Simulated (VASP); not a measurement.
Method: AM05 GGA, VASP's PBE PAW potentials (set 64) (plane waves; VASP).

The input files of a VASP run:

### INCAR
```
! general
SYSTEM =Te
PREC   =Accurate
ENCUT  =520
LREAL  =.FALSE.   ! projection in real space or not
LASPH  =.TRUE.   ! aspherical one-centre terms
ICHARG =11

! electronic loop
EDIFF  =1E-7
NELM   =100   ! most electronic steps
ALGO   =Normal   ! blocked Davidson
LMAXMIX=4   ! l cut-off of mixed one-centre charges

! smearing
ISMEAR =0
SIGMA  =0.05

! functional
GGA    =AM   ! AM05

! output
LWAVE  =.FALSE.
LCHARG =.FALSE.
LORBIT =11
```

### KPOINTS
```
k-points along high-symmetry lines
10
Line-mode
Reciprocal
  0.000000   0.000000   0.000000 ! GAMMA
  0.500000   0.000000   0.000000 ! M

  0.500000   0.000000   0.000000 ! M
  0.333333   0.333333   0.000000 ! K

  0.333333   0.333333   0.000000 ! K
  0.000000   0.000000   0.000000 ! GAMMA

  0.000000   0.000000   0.000000 ! GAMMA
  0.000000   0.000000   0.500000 ! A

  0.000000   0.000000   0.500000 ! A
  0.500000   0.000000   0.500000 ! L

  0.500000   0.000000   0.500000 ! L
  0.333333   0.333333   0.500000 ! H

  0.333333   0.333333   0.500000 ! H
  0.000000   0.000000   0.500000 ! A

  0.500000   0.000000   0.500000 ! L
  0.500000   0.000000   0.000000 ! M

  0.333333   0.333333   0.500000 ! H
  0.333333   0.333333   0.000000 ! K
```

File POSCAR:
```
Te
5.9434890
  0.3680143171  -0.6374194474   0.0000000000
  0.3680143171   0.6374194474   0.0000000000
  0.0000000000   0.0000000000   1.0000000490
Te
3
Cart
  0.1017597881   0.1762531100   0.6666670327
  0.5325090579   0.0000000000   0.0000000000
  0.1017597881  -0.1762531100   0.3333330163
```

POTCAR, in this order: Te (PBE.64 set). Program: vasp_std. Read from the step before: CHGCAR.

The resulting files:

**OSZICAR**
```
       N       E                     dE             d eps       ncg     rms          rms(c)
DAV:   1     0.812990833702E+02    0.81299E+02   -0.66526E+03  2340   0.111E+03
DAV:   2    -0.328362164747E+01   -0.84583E+02   -0.81259E+02  3164   0.159E+02
DAV:   3    -0.878165386503E+01   -0.54980E+01   -0.54286E+01  2785   0.460E+01
DAV:   4    -0.888409819725E+01   -0.10244E+00   -0.10230E+00  3003   0.752E+00
DAV:   5    -0.888581062153E+01   -0.17124E-02   -0.17124E-02  2970   0.926E-01
DAV:   6    -0.888587865431E+01   -0.68033E-04   -0.68033E-04  3384   0.138E-01
DAV:   7    -0.888587905519E+01   -0.40088E-06   -0.40120E-06  2920   0.863E-03
DAV:   8    -0.888587907100E+01   -0.15808E-07   -0.15172E-07  2148   0.108E-03
   1 F= -.88858791E+01 E0= -.88848801E+01  d E =-.199791E-02
```

File OUTCAR:
```
 val. band max:        6.3062656243   @ k =   0.3333   0.3333   0.5000

 cond. band min:       6.3659778254   @ k =   0.3333   0.3333   0.5000



 k-point     1 :       0.0000    0.0000    0.0000
  band No.  band energies     occupation
      1      -7.5010      2.00000
      2      -4.1487      2.00000
      3      -4.1487      2.00000
      4       3.2794      2.00000
      5       3.6170      2.00000
      6       3.6170      2.00000
      7       4.5724      2.00000
      8       4.5724      2.00000
      9       5.3163      2.00000
     10       7.2886      0.00000
     11       7.2886      0.00000
     12       7.9419      0.00000
     13      11.1932      0.00000

 k-point     2 :       0.0556    0.0000    0.0000
  band No.  band energies     occupation
      1      -7.4779      2.00000
      2      -4.1521      2.00000
      3      -4.1415      2.00000
      4       3.0453      2.00000
      5       3.4282      2.00000
      6       3.5359      2.00000
      7       4.6883      2.00000
      8       4.8377      2.00000
      9       5.4137      2.00000
     10       7.1725      0.00000
     11       7.2631      0.00000
     12       7.8806      0.00000
     13      11.1530      0.00000

 k-point     3 :       0.1111    0.0000    0.0000
  band No.  band energies     occupation
      1      -7.4089      2.00000
      2      -4.1661      2.00000
      3      -4.1202      2.00000
      4       2.5592      2.00000
      5       3.1123      2.00000
      6       3.3575      2.00000
      7       4.9175      2.00000
      8       5.1768      2.00000
      9       5.6511      2.00000
     10       6.9417      0.00000
     11       7.1988      0.00000
     12       7.7661      0.00000
     13      10.8904      0.00000

 k-point     4 :       0.1667    0.0000    0.0000
  band No.  band energies     occupation
      1      -7.2961      2.00000
      2      -4.2010      2.00000
      3      -4.0859      2.00000
      4       2.0758      2.00000
...
```

The density is held fixed in this step, so its total energy and stress have no physical meaning. Unless said otherwise, spin-orbit coupling is left out, though it shifts the bands of the heavy elements here.

The compound is Te in the trig structure. It was relaxed first.
